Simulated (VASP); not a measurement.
# ZnGaP (P-6m2) in VASP: a series of runs

One crystal, ZnGaP, is run at these levels: HSE(alpha, omega); tasks: single point.

Everything below comes from runs of VASP 6.6.1. Logs are shortened: lines on timing, memory, paths and dates and some standing lists are left out, and cuts for length are marked.

### Step 1. The structure

It takes space group P-6m2 (No. 187, hexagonal). Conventional cell: a = 4.016 Å, b = 4.016 Å, c = 4.404 Å, α = 90.00°, β = 90.00°, γ = 120.00°. Zn (site symmetry -6m2) has 3 P at 2.32 Å as nearest neighbours. Ga (site symmetry -6m2) is surrounded by 6 Zn at 3.20 Å and 6 P at 3.20 Å. Around P (site symmetry -6m2) lie 3 Zn at 2.32 Å.

The cell was built by a generator and needn't be a form met in nature.

### Step 2. Single point, HSE(alpha, omega)

The input, POSCAR:

```
ZnGaP
1.0
    4.0159400000      0.0000000000      0.0000000000
   -2.0079700000      3.4779100000      0.0000000000
    0.0000000000      0.0000000000      4.4042000000
Zn Ga P
1 1 1
Direct
    0.0000000000      0.0000000000      0.5000000000
    0.6666700000      0.3333300000      0.0000000000
    0.3333300000      0.6666700000      0.5000000000
```

The input, INCAR.step1:

```
ALGO     = Normal         # electronic algorithm
EDIFF    = 1E-5           # SCF threshold, eV
ENCUT    = 520            # plane-wave cutoff, eV
GGA      = PE             # functional
ISIF     = 2              # what is computed and relaxed
ISMEAR   = -1             # smearing method
LASPH    = T              # aspherical terms in the spheres
LCHARG   = F              # write CHGCAR
LREAL    = F              # projectors in reciprocal space
LWAVE    = T              # write WAVECAR
NELM     = 60             # most SCF steps
PREC     = Accurate       # precision mode
SIGMA    = 0.05           # smearing width, eV
```

The input, INCAR.step2:

```
AEXX     = 0.25           # exact-exchange fraction
ALGO     = Normal         # electronic algorithm
EDIFF    = 1E-6           # SCF threshold, eV
ENCUT    = 520            # plane-wave cutoff, eV
GGA      = PE             # functional
HFSCREEN = 0.3            # screening, 1/A
ISIF     = 2              # what is computed and relaxed
ISMEAR   = -1             # smearing method
ISTART   = 1            
LASPH    = T              # aspherical terms in the spheres
LCHARG   = F              # write CHGCAR
LHFCALC  = T              # exact exchange
LREAL    = F              # projectors in reciprocal space
LWAVE    = F              # write WAVECAR
NELM     = 60             # most SCF steps
PREC     = Accurate       # precision mode
PRECFOCK = Fast         
SIGMA    = 0.05           # smearing width, eV
```

The input, KPOINTS:

```
k-points
0
Gamma
  4 4 3
```

Potentials or basis: VASP PAW PBE potentials, release 64 (Zn, Ga_d, P).

Run with:

```sh
$ cat potpaw_PBE.64/Zn/POTCAR potpaw_PBE.64/Ga_d/POTCAR potpaw_PBE.64/P/POTCAR > POTCAR
$ cp INCAR.step1 INCAR
$ mpirun -np 1 vasp_std > vasp.out
$ cp INCAR.step2 INCAR
$ mpirun -np 1 vasp_std > vasp.out
```

OUTCAR:

```text
AEXX = 0.25
   EDIFF = 1E-6
   ENCUT = 520
   GGA = PE
   HFSCREEN = 0.3
   ISIF = 2
   ISMEAR = -1
   ISTART = 1
   LASPH = T
   LHFCALC = T
   LREAL = F
   NELM = 60
   PREC = Accurate
   PRECFOCK = Fast

 ion  position               nearest neighbor table
   1  0.000  0.000  0.500-   3 2.32   3 2.32   3 2.32
   2  0.667  0.333  0.000-
   3  0.333  0.667  0.500-   1 2.32   1 2.32   1 2.32

  LATTYP: Found a hexagonal cell.
 ALAT       =     4.0159400000
 C/A-ratio  =     1.0966797313

  Lattice vectors:

 A1 = (   4.0159400000,   0.0000000000,   0.0000000000)
 A2 = (  -2.0079700000,   3.4779100000,   0.0000000000)
 A3 = (   0.0000000000,   0.0000000000,   4.4042000000)

Analysis of symmetry for initial positions (statically):
=====================================================================
 Subroutine PRICEL returns:
 Original cell was already a primitive cell.

 Routine SETGRP: Setting up the symmetry group for a
 hexagonal supercell.

 Subroutine GETGRP returns: Found  4 space group operations
 (whereof  4 operations were pure point group operations)
 out of a pool of 24 trial point group operations.

The static configuration has the point symmetry C_2v.

Analysis of symmetry for dynamics (positions and initial velocities):
=====================================================================
 Subroutine PRICEL returns:
 Original cell was already a primitive cell.

 Routine SETGRP: Setting up the symmetry group for a
 hexagonal supercell.

 Subroutine GETGRP returns: Found  4 space group operations
 (whereof  4 operations were pure point group operations)
 out of a pool of 24 trial point group operations.

The dynamic configuration has the point symmetry C_2v.

 Subroutine INISYM returns: Found  4 space group operations
 (whereof  4 operations are pure point group operations),
 and found     1 'primitive' translations

----------------------------------------------------------------------------------------

                                     Primitive cell

  volume of cell :      61.5138

  direct lattice vectors                    reciprocal lattice vectors
     4.015940000  0.000000000  0.000000000     0.249007704  0.143764502  0.000000000
    -2.007970000  3.477910000  0.000000000     0.000000000  0.287529004  0.000000000
     0.000000000  0.000000000  4.404200000     0.000000000  0.000000000  0.227055992

  length of vectors
     4.015940000  4.015943412  4.404200000     0.287529249  0.287529004  0.227055992

  position of ions in fractional coordinates (direct lattice)
     0.000000000  0.000000000  0.500000000
     0.666670000  0.333330000  0.000000000
     0.333330000  0.666670000  0.500000000

  ion indices of the primitive-cell ions
   primitive index   ion index
                 1           1
                 2           2
                 3           3

----------------------------------------------------------------------------------------

 KPOINTS: k-points

Automatic generation of k-mesh.
 Grid dimensions read from file:
 generate k-points for:    4    4    3

 Generating k-lattice:

  Cartesian coordinates                     Fractional coordinates (reciprocal lattice)
     0.062251926  0.035941126  0.000000000     0.250000000  0.000000000  0.000000000
     0.000000000  0.071882251  0.000000000     0.000000000  0.250000000  0.000000000
     0.000000000  0.000000000  0.075685331     0.000000000  0.000000000  0.333333333

  Length of vectors
     0.071882312  0.071882251  0.075685331

  Shift w.r.t. Gamma in fractional coordinates (k-lattice)
     0.000000000  0.000000000  0.000000000

 Subroutine IBZKPT returns following result:
 ===========================================

 Found     14 irreducible k-points:

 Following reciprocal coordinates:
            Coordinates               Weight
  0.000000  0.000000  0.000000      1.000000
  0.250000  0.000000  0.000000      4.000000
 -0.250000  0.250000  0.000000      2.000000
  0.500000  0.000000  0.000000      2.000000
  0.500000  0.500000  0.000000      1.000000
  0.250000  0.250000  0.000000      2.000000
 -0.250000  0.500000  0.000000      4.000000
  0.000000  0.000000  0.333333      2.000000
  0.250000  0.000000  0.333333      8.000000
 -0.250000  0.250000  0.333333      4.000000
  0.500000  0.000000  0.333333      4.000000
  0.500000  0.500000  0.333333      2.000000
  0.250000  0.250000  0.333333      4.000000
 -0.250000  0.500000  0.333333      8.000000
   k-points           NKPTS =     14   k-points in BZ     NKDIM =     48   number of bands    NBANDS=     19
   number of dos      NEDOS =    301   number of ions     NIONS =      3
   total plane-waves  NPLWV =  32400
   dimension x,y,z NGX =    30 NGY =   30 NGZ =   36
   dimension x,y,z NGXF=    60 NGYF=   60 NGZF=   72
   ions per type =               1   1   1
   NGX,Y,Z   is equivalent  to a cutoff of  12.42, 12.42, 13.59 a.u.
   NGXF,Y,Z  is equivalent  to a cutoff of  24.84, 24.84, 27.18 a.u.
 SYSTEM =  unknown system
   PREC   = accura    normal or accurate (medium, high low for compatibility)
   ISTART =      1    job   : 0-new  1-cont  2-samecut
   ICHARG =      0    charge: 1-file 2-atom 10-const
   ISPIN  =      1    spin polarized calculation?
   LNONCOLLINEAR =      F non collinear calculations
   LSORBIT =      F    spin-orbit coupling
   LASPH  =      T    aspherical Exc in radial PAW
   ENCUT  =  520.0 eV  38.22 Ry    6.18 a.u.   7.47  7.47  8.19*2*pi/ulx,y,z
   NELM   =     60;   NELMIN=  2; NELMDL=  0     # of ELM steps
   EDIFF  = 0.1E-05   stopping-criterion for ELM
   LREAL  =      F    real-space projection
   EDIFFG = 0.1E-04   stopping-criterion for IOM
   NSW    =      0    number of steps for IOM
   IBRION =     -1    ionic relax: 0-MD 1-quasi-New 2-CG
   NFREE  =      0    steps in history (QN), initial steepest desc. (CG)
   ISIF   =      2    stress and relaxation
   ISYM   =      3    0-nonsym 1-usesym 2-fastsym
   POTIM  = 0.5000    time-step for ionic-motion
   TEBEG  =    0.0;   TEEND  =   0.0 temperature during run
   PSTRESS=    0.0 pullay stress
   NELECT =      30.0000    total number of electrons
   NUPDOWN=      -1.0000    fix difference up-down
   EMIN   =  10.00;   EMAX   =-10.00  energy-range for DOS
   EFERMI =   0.00;   METHOD = LEGACY
   ISMEAR =    -1;   SIGMA  =   0.05  broadening in eV -4-tet -1-fermi 0-gaus
   EFERMI_NEDOS =   21; number of points for ismear=-14 and -15
   IALGO  =     38    algorithm
   IMIX   =      1    mixing-type and parameters
     AMIX     =   0.40;   BMIX     =  1.00
     AMIX_MAG =   1.60;   BMIX_MAG =  1.00
  volume/ion in A,a.u.               =      20.50       138.37
  Fermi-wavevector in a.u.,A,eV,Ry     =   1.288619  2.435136 22.592989  1.660538
  Thomas-Fermi vector in A             =   2.420561
   LORBIT       =      0    0 simple, 1 ext, 2 COOP (PROOUT), +10 PAW based schemes
   GGA     = PE    functional components
   LHFCALC =     T    Hartree Fock is set to
   PRECFOCK=fast      Normal, Fast or Accurate (Low or Medium for compatibility)
   ENCUT4O =  -1.0   cutoff for four orbital integrals eV
   NKREDX  =     1    reduce k-point grid by
   NKREDY  =     1    reduce k-point grid by
   NKREDZ  =     1    reduce k-point grid by
   AEXX    =    0.2500 exact exchange contribution
   HFSCREEN=    0.3000 screening length (either q_TF or 0.3 A-1)
   HFSCREENC=   0.3000 screening length for correlation (either q_TF or 0.3 A-1)
   ENCUTFOCK=  -1.0 apply spherical cutoff to Coloumb kernel
   IVDW    =     0    specifies the selected vdW correction
   LEPSILON=     F    determine dielectric tensor
   LRPA    =     F    only Hartree local field effects (RPA)
 non-spin polarized calculation
  energy-cutoff  :      520.00
  volume of cell :       61.51
 maximum number of plane-waves:      1678
 NGX is ok and might be reduce to    30
  NGX = 16; NGY = 16; NGZ = 18

 number of electron      29.9999990 magnetization

 Free energy of the ion-electron system (eV)
  ---------------------------------------------------
  ext. energy  EPLUGINS =         0.00000000
  ---------------------------------------------------
  free energy    TOTEN  =       -10.34897396 eV

  energy without entropy =      -10.33930822  energy(sigma->0) =      -10.34414109

 E-fermi :   3.7669     XC(G=0):  -8.4093

 val. band max:        3.7593155071   @ k =   0.0000   0.0000   0.3333
 cond. band min:       3.8909812664   @ k =  -0.2500   0.5000   0.3333
 fundamental gap:      0.1316657593
 Fermi energy:         3.7668599218

 k-point     1 :       0.0000    0.0000    0.0000
  band No.  band energies     occupation
      1     -13.7483      2.00000
      2     -13.7435      2.00000
      3     -13.7435      2.00000
      4     -13.7396      2.00000
      5     -13.7396      2.00000
      6      -9.4645      2.00000
[... 11 lines left out ...]
     18       6.5400      0.00000
     19       9.9148      0.00000

 k-point     2 :       0.2500    0.0000    0.0000
  band No.  band energies     occupation
      1     -13.7476      2.00000
      2     -13.7454      2.00000
      3     -13.7414      2.00000
      4     -13.7411      2.00000
      5     -13.7348      2.00000
      6      -8.8727      2.00000
[... 11 lines left out ...]
     18       8.2762      0.00000
     19       8.3597      0.00000

 k-point     3 :      -0.2500    0.2500    0.0000
  band No.  band energies     occupation
      1     -13.7476      2.00000
      2     -13.7454      2.00000
      3     -13.7414      2.00000
      4     -13.7410      2.00000
      5     -13.7348      2.00000
      6      -8.8727      2.00000
[... 11 lines left out ...]
     18       8.2762      0.00000
     19       8.3596      0.00000

 k-point     4 :       0.5000    0.0000    0.0000
  band No.  band energies     occupation
      1     -13.7512      2.00000
      2     -13.7507      2.00000
      3     -13.7425      2.00000
      4     -13.7358      2.00000
      5     -13.7262      2.00000
      6      -8.0655      2.00000
[... 11 lines left out ...]
     18       6.7566      0.00000
     19       8.9187      0.00000

 k-point     5 :       0.5000    0.5000    0.0000
  band No.  band energies     occupation
      1     -13.7512      2.00000
      2     -13.7507      2.00000
      3     -13.7425      2.00000
      4     -13.7358      2.00000
      5     -13.7262      2.00000
      6      -8.0654      2.00000
[... 11 lines left out ...]
     18       6.7566      0.00000
     19       8.9187      0.00000
[... 114 lines left out ...]
      2     -13.7487      2.00000
      3     -13.7451      2.00000
      4     -13.7292      2.00000
      5     -13.7261      2.00000
      6      -7.8860      2.00000
[... 11 lines left out ...]
     18       6.9970      0.00000
     19      10.2410      0.00000

 k-point    12 :       0.5000    0.5000    0.3333
  band No.  band energies     occupation
      1     -13.7605      2.00000
      2     -13.7487      2.00000
      3     -13.7451      2.00000
      4     -13.7292      2.00000
      5     -13.7261      2.00000
      6      -7.8860      2.00000
[... 11 lines left out ...]
     18       6.9970      0.00000
     19      10.2410      0.00000

 k-point    13 :       0.2500    0.2500    0.3333
  band No.  band energies     occupation
      1     -13.7571      2.00000
      2     -13.7485      2.00000
      3     -13.7411      2.00000
      4     -13.7347      2.00000
      5     -13.7281      2.00000
      6      -7.9128      2.00000
[... 11 lines left out ...]
     18       8.3448      0.00000
     19       9.6778      0.00000

 k-point    14 :      -0.2500    0.5000    0.3333
  band No.  band energies     occupation
      1     -13.7571      2.00000
      2     -13.7485      2.00000
      3     -13.7411      2.00000
      4     -13.7347      2.00000
      5     -13.7281      2.00000
      6      -7.9128      2.00000
[... 11 lines left out ...]
     18       8.3448      0.00000
     19       9.6778      0.00000

------------------------ aborting loop because EDIFF is reached ----------------------------------------

  FORCE on cell =-STRESS in cart. coord.  units (eV):
  Direction    XX          YY          ZZ          XY          YZ          ZX
  --------------------------------------------------------------------------------------
  -------------------------------------------------------------------------------------
  Total        0.5376692      0.5311928      0.2265349     -0.0056097      0.0000000      0.0000000
  in kB       14.0040333     13.8353514      5.9002862     -0.1461101      0.0000000      0.0000000
  external PRESSURE =      11.2465570 kB  Pullay stress =       0.0000000 kB

 VOLUME and BASIS-vectors are now :
 -----------------------------------------------------------------------------
  energy-cutoff  :      520.00
  volume of cell :       61.51
      direct lattice vectors                 reciprocal lattice vectors
     4.015940000  0.000000000  0.000000000     0.249007704  0.143764502  0.000000000
    -2.007970000  3.477910000  0.000000000     0.000000000  0.287529004  0.000000000
     0.000000000  0.000000000  4.404200000     0.000000000  0.000000000  0.227055992

 POSITION                                       TOTAL-FORCE (eV/Angst)
 -----------------------------------------------------------------------------------
      0.00000      0.00000      2.20210        -0.000148      0.000085      0.000000
      2.00799      1.15929      0.00000         0.000005     -0.000003      0.000000
     -0.00002      2.31862      2.20210         0.000143     -0.000083      0.000000
 -----------------------------------------------------------------------------------
    total drift:                                0.000024      0.000038      0.000006

  FREE ENERGIE OF THE ION-ELECTRON SYSTEM (eV)
  ---------------------------------------------------
  free  energy   TOTEN  =       -10.3489739637 eV

  energy  without entropy=      -10.3393082218  energy(sigma->0) =      -10.34414109
```

It took 5.1 min on 1 thread of Intel Xeon Platinum 8488C (Sapphire Rapids), shared host; peak memory 0.3 GiB.

Results:

```
Free energy            : -10.3490 eV
Pressure               : 1.1 GPa
Band gap on the k mesh : 0.13 eV, indirect (least direct gap 2.06 eV)
```

Stress tensor (GPa, compression positive):
```
 1.40 -0.01  0.00
-0.01  1.38  0.00
 0.00  0.00  0.59
```

Levels at points of the mesh, in eV from the valence-band top:
```
           k point  band 13  band 14  band 15  band 16  band 17  band 18
(0.00, 0.00, 0.00)    -3.33    -0.96    -0.96     2.56     2.78     2.78
(0.50, 0.00, 0.00)    -3.04    -2.81    -1.04     1.42     1.73     3.00
(0.50, 0.50, 0.00)    -3.04    -2.81    -1.04     1.42     1.73     3.00
```

Caveat: the k mesh is coarse (spacing up to 0.48 Å⁻¹), so the values aren't converged, least of all with exact exchange; the PAW data sets were made with another functional, which shifts forces and pressure a little; an odd mesh through Γ misses points on the zone boundary, where band edges often lie.

### Step 3. Single point, HSE(alpha, omega)

POSCAR is that of step 2.

INCAR.step1 is that of step 2.

Changes to INCAR.step2 since step 2:

```diff
@@ -5,3 +5,3 @@
 GGA      = PE             # functional
-HFSCREEN = 0.3            # screening, 1/A
+HFSCREEN = 0.4            # screening, 1/A
 ISIF     = 2              # what is computed and relaxed
```

KPOINTS is that of step 2.

Potentials or basis: VASP PAW PBE potentials, release 64 (Zn, Ga_d, P).

Run with:

```sh
$ cat potpaw_PBE.64/Zn/POTCAR potpaw_PBE.64/Ga_d/POTCAR potpaw_PBE.64/P/POTCAR > POTCAR
$ cp INCAR.step1 INCAR
$ mpirun -np 1 vasp_std > vasp.out
$ cp INCAR.step2 INCAR
$ mpirun -np 1 vasp_std > vasp.out
```

It took 4.7 min on 1 thread of Intel Xeon Platinum 8488C (Sapphire Rapids), shared host; peak memory 0.3 GiB.

Results (log left out):

| Property | Result |
| --- | --- |
| Free energy | -10.0888 eV |
| Pressure | 1.2 GPa |
| Band gap on the k mesh | 0.11 eV, indirect (least direct gap 1.96 eV) |

Stress tensor (GPa, compression positive):
```
 1.53 -0.01  0.00
-0.01  1.51  0.00
 0.00  0.00  0.49
```

Levels at points of the mesh, in eV from the valence-band top:
```csv
k point,band 13,band 14,band 15,band 16,band 17,band 18
"(0.00, 0.00, 0.00)",-3.22,-0.89,-0.89,2.47,2.72,2.72
"(0.50, 0.00, 0.00)",-2.94,-2.73,-0.98,1.38,1.68,2.93
"(0.50, 0.50, 0.00)",-2.94,-2.73,-0.98,1.38,1.68,2.93
```

Caveat: the k mesh is coarse (spacing up to 0.48 Å⁻¹), so the values aren't converged, least of all with exact exchange; the PAW data sets were made with another functional, which shifts forces and pressure a little; an odd mesh through Γ misses points on the zone boundary, where band edges often lie.

### Step 4. Single point, HSE(alpha, omega)

POSCAR is that of step 3.

INCAR.step1 is that of step 3.

Changes to INCAR.step2 since step 3:

```diff
@@ -5,3 +5,3 @@
 GGA      = PE             # functional
-HFSCREEN = 0.4            # screening, 1/A
+HFSCREEN = 0.6            # screening, 1/A
 ISIF     = 2              # what is computed and relaxed
```

KPOINTS is that of step 3.

Run with:

```sh
$ cat potpaw_PBE.64/Zn/POTCAR potpaw_PBE.64/Ga_d/POTCAR potpaw_PBE.64/P/POTCAR > POTCAR
$ cp INCAR.step1 INCAR
$ mpirun -np 1 vasp_std > vasp.out
$ cp INCAR.step2 INCAR
$ mpirun -np 1 vasp_std > vasp.out
```

It took 4.8 min on 1 thread of Intel Xeon Platinum 8488C (Sapphire Rapids), shared host; peak memory 0.3 GiB.

The run converged. Its results:

| Item | Value |
| --- | --- |
| Free energy | -9.7097 eV |
| Pressure | 1.4 GPa |
| Band gap on the k mesh | 0.11 eV, indirect (least direct gap 1.86 eV) |

Stress tensor (GPa, compression positive):
```
 1.89 -0.01  0.00
-0.01  1.88  0.00
 0.00  0.00  0.48
```

Levels at points of the mesh, in eV from the valence-band top:
```csv
k point,band 12,band 13,band 14,band 15,band 16,band 17,band 18,band 19
"(0.00, 0.00, 0.00)",-4.19,-3.07,-0.78,-0.78,2.36,2.65,2.65,5.88
"(0.50, 0.00, 0.00)",-7.18,-2.79,-2.63,-0.89,1.34,1.64,2.86,4.94
"(0.50, 0.50, 0.00)",-7.18,-2.79,-2.63,-0.89,1.34,1.64,2.86,4.94
```

Caveat: the k mesh is coarse (spacing up to 0.48 Å⁻¹), so the values aren't converged, least of all with exact exchange; the PAW data sets were made with another functional, which shifts forces and pressure a little; an odd mesh through Γ misses points on the zone boundary, where band edges often lie.

### Step 5. Summary

| screening parameter | gap on the mesh (eV) | pressure (GPa) |
| --- | --- | --- |
| 0.3 | 0.13 | 1.1 |
| 0.4 | 0.11 | 1.2 |
| 0.6 | 0.11 | 1.4 |

Alike in all rows: task single point; level HSE(alpha, omega); potentials or basis VASP PAW PBE potentials, release 64 (Zn, Ga_d, P); no spin polarisation; cell as given; k mesh 4 × 4 × 3; cutoff (eV) 520; smearing fermi-dirac 0.05 eV; the mesh is coarse, so values aren't converged.

Caveats: all runs use coarse meshes; the PAW data sets were made with another functional, which shifts forces and pressure a little; an odd mesh through Γ misses points on the zone boundary, where band edges often lie.

Total energies depend on the potentials used, so only differences within one code and one set of settings carry meaning.
